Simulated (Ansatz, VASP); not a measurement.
## RbP3: VASP beside Ansatz

INCAR

```
SYSTEM = RbP3
PREC = Accurate ; ENCUT = 600
EDIFF = 1E-7 ; ISMEAR = 0
SIGMA = 0.1 ; LREAL = .False.
LASPH = .True. ; NELM = 60
ALGO = Normal ; ISIF = 3
LWAVE = .False. ; LCHARG = .False.
GGA = PE ; IBRION = 2
NSW = 100 ; EDIFFG = -0.01
```

The input KPOINTS:

```
regular mesh
0
Gamma
  10 10 10
  0 0 0
```

The input POSCAR:

```
RbP3
1.0
    4.3768375668      0.0000000000      0.0000000000
    0.0000000000      4.3768375668      0.0000000000
    0.0000000000      0.0000000000      4.3768375668
Rb P
1 3
Direct
    0.0000000000      0.0000000000      0.0000000000
    0.0000000000      0.5000000000      0.5000000000
    0.5000000000      0.5000000000      0.0000000000
    0.5000000000      0.0000000000      0.5000000000
```

Input for Ansatz:

```yaml
crystal:
  lattice:
    - [4.3768375668, 0.0, 0.0]
    - [0.0, 4.3768375668, 0.0]
    - [0.0, 0.0, 4.3768375668]
  atoms:
    - { symbol: Rb, position: [0.0, 0.0, 0.0] }
    - { symbol: P, position: [0.0, 0.5, 0.5] }
    - { symbol: P, position: [0.5, 0.5, 0.0] }
    - { symbol: P, position: [0.5, 0.0, 0.5] }
basis:
  ecutwfc: 420
kpoints:
  mp_grid: { grid: [10, 10, 10] }
hamiltonian:
  xc: pbe
scf:
  occupations: { method: gaussian, width: 0.1 }
output:
  forces: true
  stress: true
  eigenvalues: true
  write_density: true
  write_potential: true
  elf: true
  volumetric_format: npy
relax:
  adjacent_minimum: "off"
  f_tol: 0.01
  max_steps: 80
  cell: { stress_tol: 0.05 }
```

Change from the starting cell: species swapped into the Gd3Dy type (Pm-3m, No. 221).

Alike in both runs: task relaxation of cell and atoms; functional PBE; k mesh 10 × 10 × 10; occupations gaussian, width 0.1 eV; no spin polarisation.

|  | VASP | Ansatz |
| --- | --- | --- |
| version | VASP 6.6.1 | Ansatz 0.2.0 |
| potentials or method | VASP PAW PBE potentials, release 64 (Rb_sv, P) | scalar-relativistic, plane waves, PAW |
| plane-wave cutoff (eV) | 600 | 420 |
| valence electrons in the cell | 24 | 24 |

Ansatz gave:

```
gap on the k mesh at the Fermi level, each at its own relaxed structure (eV) : none
relaxed volume (Å³/atom)                                                     : 20.73
relaxed cell length with the largest relative difference (Å)                 : 4.361
```

Problem. Estimate VASP's values.

Solution. gap on the k mesh at the Fermi level, each at its own relaxed structure (eV): none; relaxed volume (Å³/atom): 20.83; relaxed cell length with the largest relative difference (Å): 4.368.

A gap of «none» marks a metal or a gap that the smearing closes.
